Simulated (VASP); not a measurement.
# InSe: cell size and functional, part 3 of 3

Which functional gives which lattice for InSe? The starting structure is a computed structure from the Materials Project. The first relaxation on each setting starts from this cell expanded by 3 % in volume.

VASP 6.6.1.

Results so far: PBEsol 29.56 Å³ an atom; LDA 28.10 Å³ an atom; PBE 33.33 Å³ an atom; PBEsol + D3(BJ) 27.61 Å³ an atom; r2SCAN 30.89 Å³ an atom.

### 7. Relaxation with r2SCAN + rVV10 (continued)

Level of this step: r2SCAN with rVV10; plane waves and PAW (In_d, Se) (VASP).

Parts of OUTCAR (step 7):

```text
  Total       -0.0219633     -0.0219633      0.0254007     -0.0000000      0.0000000      0.0000000
  in kB       -0.1482090     -0.1482090      0.1714053     -0.0000000      0.0000000      0.0000000
  external PRESSURE =      -0.0416709 kB  Pullay stress =       0.0000000 kB

 POSITION                                       TOTAL-FORCE (eV/Angst)
 -----------------------------------------------------------------------------------
     -0.00000      2.32247      2.84181        -0.000000     -0.000000     -0.004571
      2.01132      1.16124     11.31310         0.000000     -0.000000     -0.004571
      2.01132      1.16124     14.10076         0.000000     -0.000000      0.004571
     -0.00000      2.32247      5.62947        -0.000000      0.000000      0.004571
     -0.00000      2.32247     15.36979         0.000000     -0.000000      0.002404
      2.01132      1.16124      6.89850         0.000000      0.000000      0.002404
      2.01132      1.16124      1.57279        -0.000000      0.000000     -0.002404
     -0.00000      2.32247     10.04407         0.000000      0.000000     -0.002404
 -----------------------------------------------------------------------------------
    total drift:                               -0.000000      0.000000      0.000000

  FREE ENERGIE OF THE ION-ELECTRON SYSTEM (eV)
  ---------------------------------------------------
  free  energy   TOTEN  =      -150.7195867316 eV

  energy  without entropy=     -150.7195867316  energy(sigma->0) =     -150.71958673

[... 2 parts as in an earlier step ...]

[... 2 further parts left out ...]
[key lines of the parts left out:]
E-fermi :   3.8406
```

Logs of long relaxations may skip ionic steps without a mark.

With r2SCAN + rVV10 the relaxed cell holds 29.679 Å³ an atom, -3.70 % against the starting cell, with a = 4.023 Å and c = 16.943 Å. That is +0.41 % from PBEsol.

### 8. Relaxation with vdW-DF-cx

vdW-DF-cx takes its exchange from the same plasmon model as its correlation. This run starts from the cell of an earlier relaxation, which isn't shown and was stopped at its time limit.

The input, INCAR:

```
SYSTEM = InSe
PREC = Accurate
ENCUT = 450
EDIFF = 1E-06
NELM = 100
ISMEAR = 0
SIGMA = 0.03
LREAL = .FALSE.
ALGO = Normal
GGA = CX
AGGAC = 0
LUSE_VDW = .TRUE.
LASPH = .TRUE.
NBANDS = 47
LORBIT = 11
LWAVE = .FALSE.
LCHARG = .FALSE.
KPAR = 8
IBRION = 2
NSW = 50
ISIF = 3
EDIFFG = -0.006
```

The input, POSCAR:

```
InSe
1.0
    4.0156470194      0.0000000000      0.0000000000
   -2.0078235096      3.4776523315      0.0000000000
    0.0000000000      0.0000000000     16.8040633231
In Se
4 4
Direct
    0.3333333333      0.6666666667      0.1674833149
    0.6666666667      0.3333333333      0.6674833149
    0.6666666667      0.3333333333      0.8325166851
    0.3333333333      0.6666666667      0.3325166851
    0.3333333333      0.6666666667      0.9092345903
    0.6666666667      0.3333333333      0.4092345903
    0.6666666667      0.3333333333      0.0907654097
    0.3333333333      0.6666666667      0.5907654097
```

The input, KPOINTS:

```
Automatic mesh
0
Gamma
6 6 2
0 0 0
```

The projector-augmented-wave data sets are In_d and Se (PBE family, release 64).

On the command line:

```sh
> mpirun -np 8 vasp_std
```

The program printed:

```text
[banner, memory and clock lines left out]
running    8 mpi-ranks, on    1 nodes
[...]
[... a notice as in an earlier step ...]

 [... a notice as in an earlier step ...]

 [... a notice as in an earlier step ...]

 LDA part: xc-table for (Slater+PW92), standard interpolation
 POSCAR, INCAR and KPOINTS ok, starting setup
[...]
entering main loop
       N       E                     dE             d eps       ncg     rms          rms(c)
DAV:   1     0.768548816551E+03    0.76855E+03   -0.31427E+04  1316   0.164E+03
DAV:   2     0.103935293442E+03   -0.66461E+03   -0.64571E+03  1332   0.442E+02
DAV:   3    -0.346297598748E+01   -0.10740E+03   -0.10418E+03  1606   0.191E+02
DAV:   4    -0.105184338320E+02   -0.70555E+01   -0.69933E+01  1560   0.479E+01
[...]
DAV:  12    -0.991756939204E+01    0.13545E-04   -0.66678E-05  2114   0.588E-02    0.249E-02
DAV:  13    -0.991758349822E+01   -0.14106E-04   -0.25884E-05  1642   0.253E-02    0.706E-03
DAV:  14    -0.991758419484E+01   -0.69662E-06   -0.21274E-06  1194   0.181E-02
[...]
hard stop encountered!  aborting job ...
|                                                                             |
|           W    W    AA    RRRRR   N    N  II  N    N   GGGG   !!!           |
|           W    W   A  A   R    R  NN   N  II  NN   N  G    G  !!!           |
|           W    W  A    A  R    R  N N  N  II  N N  N  G       !!!           |
|           W WW W  AAAAAA  RRRRR   N  N N  II  N  N N  G  GGG   !            |
|           WW  WW  A    A  R   R   N   NN  II  N   NN  G    G                |
|           W    W  A    A  R    R  N    N  II  N    N   GGGG   !!!           |
|                                                                             |
|     The electronic self-consistency was not achieved in the given           |
|     number of steps (NELM). The forces and other quantities evaluated       |
|     might not be reliable so examine the results carefully. If you find     |
|     spurious results, we suggest increasing NELM, if you were close to      |
|     convergence or switching to a different ALGO or adjusting the           |
|     density mixing parameters otherwise.                                    |
|                                                                             |

 soft stop encountered!  aborting job ...
   3 F= -.99190687E+01 E0= -.99190687E+01  d E =-.143327E-13
 deleting file STOPCAR
```

Elapsed: 4.8 min, on 8 MPI ranks of AMD EPYC 7R13 (Zen 3), shared host; peak memory 6.7 GiB.

The run was stopped at its time limit, after 3 ionic steps.

### 9. The runs compared

```csv
level,ended,volume (Å³/atom),against the starting cell (%),a (Å),c (Å),pressure left (GPa),core minutes
PBEsol,converged,29.558,-4.09,4.0102,16.979,-0.01,56.7
LDA,converged,28.099,-8.83,3.9701,16.4687,0.0,42.5
PBE,converged,33.331,8.15,4.0914,18.393,0.0,52.7
PBEsol + D3(BJ),converged,27.61,-10.42,3.9573,16.2864,0.01,40.8
r2SCAN,converged,30.886,0.21,4.0444,17.4425,0.02,74.0
r2SCAN + rVV10,converged,29.679,-3.7,4.0226,16.9426,0.0,339.0
vdW-DF-cx,cut off by time,-,-,-,-,-,242.0
```

Core minutes are wall time times ranks, summed over the relaxations behind a row (those for a bulk modulus apart), on shared hosts.

### 10. Results

```json
{"volume, PBEsol": "29.56 Å³/atom", "volume, LDA": "28.10 Å³/atom", "volume, PBE": "33.33 Å³/atom", "volume, PBEsol + D3(BJ)": "27.61 Å³/atom", "volume, r2SCAN": "30.89 Å³/atom", "volume, r2SCAN + rVV10": "29.68 Å³/atom"}
```

Across 6 levels the volume of InSe spans 20.7 %, from 27.61 Å³ an atom (PBEsol + D3(BJ)) to 33.33 Å³ (PBE). Adding D3(BJ) to PBEsol changes the volume by -6.6 %. Adding rVV10 to r2SCAN changes the volume by -3.9 %. LASPH is on in some of these runs and off in others, which adds a little to the differences. The bonds form layers, and levels without a dispersion term can match their spacing only by luck. All runs keep the symmetry of the start, so they can't find a distortion of lower symmetry. No result to use came from vdW-DF-cx. Further runs on this material are not shown.

[Lines on the potential files, build, host, timing and source positions are cut from VASP's logs without a mark.]

[Logs are printed without paths, hosts, clocks, repeated set-up lines and the standing remarks that a program may print on its own settings, such as how far it seeks lower states.]

[Hosts, paths, dates, database ids (printed as entryN), source tags and the programs' standing remarks are cut or masked in the printed files.]
